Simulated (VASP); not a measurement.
Calculation: PBEsol GGA, VASP's PBE PAW potentials (set 64) (plane waves; VASP 6.6.1).

VASP input:

POSCAR:
```
Cu(111) slab
1
    2.5227565900    -0.0000000000    -0.0000000000
   -1.2613787892     2.1847712184     0.0000000000
    0.0000000000     0.0000000000    25.1234221584
Cu
5
Direct
  0.6666670000   0.3333330000   0.3360240000
  0.3333330000   0.6666670000   0.4180120000
  0.0000000000   0.0000000000   0.5000000000
  0.6666670000   0.3333330000   0.5819880000
  0.3333330000   0.6666670000   0.6639760000
```

**KPOINTS**
```
Automatic mesh
0
Gamma
12 12 1
0 0 0
```

### INCAR
```
ALGO = Normal
DIPOL = 0.5 0.5 0.5
EDIFF = 1E-5
EDIFFG = -0.03
ENCUT = 400
GGA = PS
IBRION = 2
IDIPOL = 3
ISIF = 2
ISMEAR = 1
LASPH = T
LCHARG = F
LDIPOL = T
LMAXMIX = 4
LREAL = F
LWAVE = T
NELM = 100
NELMIN = 4
NSW = 50
PREC = Normal
SIGMA = 0.1
SYSTEM = Cu(111) slab
```

POTCAR, in this order: Cu (PBE.64 set). Program: vasp_std.

Output of the run:

OUTCAR:
```
 ion  position               nearest neighbor table
   1  0.667  0.333  0.336-   2 2.52   2 2.52   2 2.52
   2  0.333  0.667  0.418-   1 2.52   1 2.52   3 2.52   3 2.52   3 2.52   1 2.52
   3  0.000  0.000  0.500-   2 2.52   4 2.52   4 2.52   2 2.52   4 2.52   2 2.52
   4  0.667  0.333  0.582-   5 2.52   5 2.52   3 2.52   3 2.52   3 2.52   5 2.52
   5  0.333  0.667  0.664-   4 2.52   4 2.52   4 2.52
  LATTYP: Found a hexagonal cell.
 ALAT       =     2.5227565900
 C/A-ratio  =     9.9587182759
 Subroutine PRICEL returns:
 Original cell was already a primitive cell.
 Subroutine GETGRP returns: Found 12 space group operations
The static configuration has the point symmetry D_3d.
The dynamic configuration has the point symmetry D_3d.
 Subroutine INISYM returns: Found 12 space group operations
 Subroutine IBZKPT returns following result:
 Found     19 irreducible k-points:

 Following reciprocal coordinates:
            Coordinates               Weight
  0.000000  0.000000  0.000000      1.000000
  0.083333 -0.000000  0.000000      6.000000
  0.166667  0.000000  0.000000      6.000000
  0.250000  0.000000  0.000000      6.000000
  0.333333 -0.000000  0.000000      6.000000
  0.416667 -0.000000  0.000000      6.000000
  0.500000  0.000000  0.000000      3.000000
  0.083333  0.083333  0.000000      6.000000
  0.166667  0.083333  0.000000     12.000000
  0.250000  0.083333  0.000000     12.000000
  0.333333  0.083333  0.000000     12.000000
  0.416667  0.083333  0.000000     12.000000
  0.166667  0.166667  0.000000      6.000000
  0.250000  0.166667  0.000000     12.000000
  0.333333  0.166667  0.000000     12.000000
  0.416667  0.166667  0.000000      6.000000
  0.250000  0.250000  0.000000      6.000000
  0.333333  0.250000  0.000000     12.000000
  0.333333  0.333333  0.000000      2.000000
   k-points           NKPTS =     19   k-points in BZ     NKDIM =     19   number of bands    NBANDS=     33
   number of dos      NEDOS =    301   number of ions     NIONS =      5
   total plane-waves  NPLWV =  18144
   dimension x,y,z NGX =    12 NGY =   12 NGZ =  126
   dimension x,y,z NGXF=    24 NGYF=   24 NGZF=  252
   ions per type =               5
   PREC   = normal    normal or accurate (medium, high low for compatibility)
   ISTART =      0    job   : 0-new  1-cont  2-samecut
   ICHARG =      2    charge: 1-file 2-atom 10-const
   ISPIN  =      1    spin polarized calculation?
   LNONCOLLINEAR =      F non collinear calculations
   LSORBIT =      F    spin-orbit coupling
   INIWAV =      1    electr: 0-lowe 1-rand  2-diag
   ENCUT  =  400.0 eV  29.40 Ry    5.42 a.u.   4.11  4.11 40.97*2*pi/ulx,y,z
   NELM   =    100;   NELMIN=  4; NELMDL= -5     # of ELM steps
   EDIFF  = 0.1E-04   stopping-criterion for ELM
   LREAL  =      F    real-space projection
   NLSPLINE    = F    spline interpolate recip. space projectors
   LMAXMIX     =    4 max onsite mixed and CHGCAR
   VOSKOWN=      0    Vosko Wilk Nusair interpolation
   EDIFFG = -.3E-01   stopping-criterion for IOM
   NSW    =     50    number of steps for IOM
   NBLOCK =      1;   KBLOCK =     50    inner block; outer block
   IBRION =      2    ionic relax: 0-MD 1-quasi-New 2-CG
   NFREE  =      1    steps in history (QN), initial steepest desc. (CG)
   ISIF   =      2    stress and relaxation
   ISYM   =      2    0-nonsym 1-usesym 2-fastsym
   TEIN   =    0.0    initial temperature
   TEBEG  =    0.0;   TEEND  =   0.0 temperature during run
   SMASS  =  -3.00    Nose mass-parameter (am)
   PSTRESS=    0.0 pullay stress
   NELECT =      55.0000    total number of electrons
   EFERMI =   0.00;   METHOD = LEGACY
   ISMEAR =     1;   SIGMA  =   0.10  broadening in eV -4-tet -1-fermi 0-gaus
   IALGO  =     38    algorithm
   LDIAG  =      T    sub-space diagonalisation (order eigenvalues)
...
```

OSZICAR:
```
       N       E                     dE             d eps       ncg     rms          rms(c)
DAV:   1     0.442378417865E+03    0.44238E+03   -0.21189E+04  1254   0.184E+03
DAV:   2     0.160594146295E+02   -0.42632E+03   -0.41620E+03  1262   0.392E+02
DAV:   3    -0.238975995378E+02   -0.39957E+02   -0.38319E+02  1377   0.178E+02
DAV:   4    -0.254931480889E+02   -0.15955E+01   -0.15876E+01  1464   0.414E+01
DAV:   5    -0.255372533451E+02   -0.44105E-01   -0.44061E-01  1578   0.575E+00    0.185E+01
DAV:   6    -0.227906783329E+02    0.27466E+01   -0.61875E+01  1463   0.143E+02    0.100E+01
DAV:   7    -0.204512806578E+02    0.23394E+01   -0.12200E+01  1589   0.616E+01    0.110E+00
DAV:   8    -0.204777867206E+02   -0.26506E-01   -0.87601E-01  1709   0.351E+01    0.189E+00
DAV:   9    -0.204354742991E+02    0.42312E-01   -0.24694E-01  1864   0.190E+01    0.110E+00
DAV:  10    -0.204181050183E+02    0.17369E-01   -0.70909E-02  1855   0.612E+00    0.359E-01
DAV:  11    -0.204166307172E+02    0.14743E-02   -0.27618E-02  1575   0.543E+00    0.245E-01
DAV:  12    -0.204153748577E+02    0.12559E-02   -0.87727E-03  1589   0.219E+00    0.730E-02
DAV:  13    -0.204150600645E+02    0.31479E-03   -0.11731E-03  1905   0.128E+00    0.704E-02
DAV:  14    -0.204149344407E+02    0.12562E-03   -0.79682E-04  1517   0.100E+00    0.296E-02
DAV:  15    -0.204149679677E+02   -0.33527E-04   -0.23279E-04  1881   0.239E-01    0.955E-03
DAV:  16    -0.204150723220E+02   -0.10435E-03   -0.26827E-05   944   0.567E-02    0.586E-03
DAV:  17    -0.204151664047E+02   -0.94083E-04   -0.12200E-05   853   0.623E-02    0.586E-03
DAV:  18    -0.204152212184E+02   -0.54814E-04   -0.13444E-05   865   0.512E-02    0.301E-03
DAV:  19    -0.204152354045E+02   -0.14186E-04   -0.10182E-05   895   0.344E-02    0.267E-03
DAV:  20    -0.204152397157E+02   -0.43112E-05   -0.25904E-06   922   0.350E-02
   1 F= -.20415240E+02 E0= -.20414997E+02  d E =-.204152E+02
       N       E                     dE             d eps       ncg     rms          rms(c)
DAV:   1    -0.204159341206E+02   -0.69872E-03   -0.39032E-01  1274   0.356E+00    0.444E-02
DAV:   2    -0.204165371951E+02   -0.60307E-03   -0.63727E-03  2003   0.102E+00    0.519E-02
DAV:   3    -0.204165154865E+02    0.21709E-04   -0.25725E-04  1521   0.574E-01    0.362E-02
DAV:   4    -0.204165091598E+02    0.63266E-05   -0.45530E-05  1168   0.262E-01
   2 F= -.20416509E+02 E0= -.20416278E+02  d E =-.126944E-02
       N       E                     dE             d eps       ncg     rms          rms(c)
DAV:   1    -0.204126329800E+02    0.38825E-02   -0.35208E+00  1272   0.107E+01    0.151E-01
DAV:   2    -0.204186671854E+02   -0.60342E-02   -0.64609E-02  1951   0.364E+00    0.188E-01
DAV:   3    -0.204183056060E+02    0.36158E-03   -0.32541E-03  1586   0.233E+00    0.110E-01
DAV:   4    -0.204182443022E+02    0.61304E-04   -0.66536E-04  1909   0.798E-01    0.943E-02
DAV:   5    -0.204181479457E+02    0.96357E-04   -0.59349E-04  1997   0.633E-01    0.348E-02
DAV:   6    -0.204181484589E+02   -0.51324E-06   -0.20851E-04  1726   0.731E-01    0.222E-02
DAV:   7    -0.204181406456E+02    0.78133E-05   -0.43637E-05  1237   0.315E-01
   3 F= -.20418141E+02 E0= -.20417869E+02  d E =-.290093E-02
       N       E                     dE             d eps       ncg     rms          rms(c)
DAV:   1    -0.204179355669E+02    0.21289E-03   -0.84594E-01  1273   0.543E+00    0.597E-02
DAV:   2    -0.204193540628E+02   -0.14185E-02   -0.14712E-02  1855   0.152E+00    0.765E-02
DAV:   3    -0.204193186960E+02    0.35367E-04   -0.55300E-04  1639   0.775E-01    0.554E-02
DAV:   4    -0.204193019755E+02    0.16720E-04   -0.10774E-04  1519   0.398E-01    0.511E-02
DAV:   5    -0.204192507146E+02    0.51261E-04   -0.22049E-04  1840   0.142E-01    0.174E-02
DAV:   6    -0.204192467087E+02    0.40059E-05   -0.10421E-05   868   0.103E-01
   4 F= -.20419247E+02 E0= -.20418933E+02  d E =-.110606E-02
       N       E                     dE             d eps       ncg     rms          rms(c)
DAV:   1    -0.204118994100E+02    0.73513E-02   -0.52921E+00  1272   0.137E+01    0.163E-01
DAV:   2    -0.204211297490E+02   -0.92303E-02   -0.96976E-02  1873   0.417E+00    0.216E-01
DAV:   3    -0.204207325171E+02    0.39723E-03   -0.40277E-03  1639   0.231E+00    0.145E-01
DAV:   4    -0.204206187602E+02    0.11376E-03   -0.87605E-04  1701   0.103E+00    0.131E-01
DAV:   5    -0.204202477028E+02    0.37106E-03   -0.10605E-03  2106   0.550E-01    0.356E-02
DAV:   6    -0.204202450303E+02    0.26725E-05   -0.17757E-04  2002   0.513E-01    0.244E-02
DAV:   7    -0.204202383825E+02    0.66478E-05   -0.51583E-05  1250   0.344E-01
   5 F= -.20420238E+02 E0= -.20419831E+02  d E =-.209774E-02
```

**OUTCAR**
```
------------------------ aborting loop because EDIFF is reached ----------------------------------------
  FORCE on cell =-STRESS in cart. coord.  units (eV):
  Direction    XX          YY          ZZ          XY          YZ          ZX
  --------------------------------------------------------------------------------------
  Total       -1.3987899     -1.3987898     -0.4456090      0.0000003     -0.0000000     -0.0000000
  in kB      -16.1846367    -16.1846356     -5.1558993      0.0000037     -0.0000000     -0.0000000
  external PRESSURE =     -12.5083906 kB  Pullay stress =       0.0000000 kB
  volume of cell :      138.47
      direct lattice vectors                 reciprocal lattice vectors
     2.522756590  0.000000000  0.000000000     0.396391790  0.228857004  0.000000000
    -1.261378789  2.184771218  0.000000000     0.000000000  0.457713829  0.000000000
     0.000000000  0.000000000 25.123422158     0.000000000  0.000000000  0.039803495
 POSITION                                       TOTAL-FORCE (eV/Angst)
 -----------------------------------------------------------------------------------
      1.26138      0.72826      8.48646         0.000000      0.000000     -0.016582
     -0.00000      1.45651     10.52159         0.000000      0.000000      0.007571
      0.00000      0.00000     12.56171         0.000000      0.000000      0.000000
      1.26138      0.72826     14.60184        -0.000000      0.000000     -0.007571
     -0.00000      1.45651     16.63696        -0.000000     -0.000000      0.016582
 -----------------------------------------------------------------------------------
    total drift:                                0.000000      0.000000      0.000000
  FREE ENERGIE OF THE ION-ELECTRON SYSTEM (eV)
  ---------------------------------------------------
  free  energy   TOTEN  =       -20.4202383825 eV

  energy  without entropy=      -20.4190170701  energy(sigma->0) =      -20.41983128

 reached required accuracy - stopping structural energy minimisation
```
(Selected blocks of OUTCAR.)

CONTCAR:
```
Cu(111) slab
   1.00000000000000
     2.5227565900000002    0.0000000000000000    0.0000000000000000
    -1.2613787891999999    2.1847712183999999    0.0000000000000000
     0.0000000000000000    0.0000000000000000   25.1234221584000004
  Cu
     5
Direct
     0.6666669999999968    0.3333330000000032    0.3377907474442636
     0.3333330000000032    0.6666669999999968    0.4187959222541458
     0.0000000000000000    0.0000000000000000    0.5000000000000000
     0.6666669999999968    0.3333330000000032    0.5812040777458541
     0.3333330000000032    0.6666669999999968    0.6622092525557364
```

The cell is a thin slab with vacuum, built from Cu (fcc): (111) face.
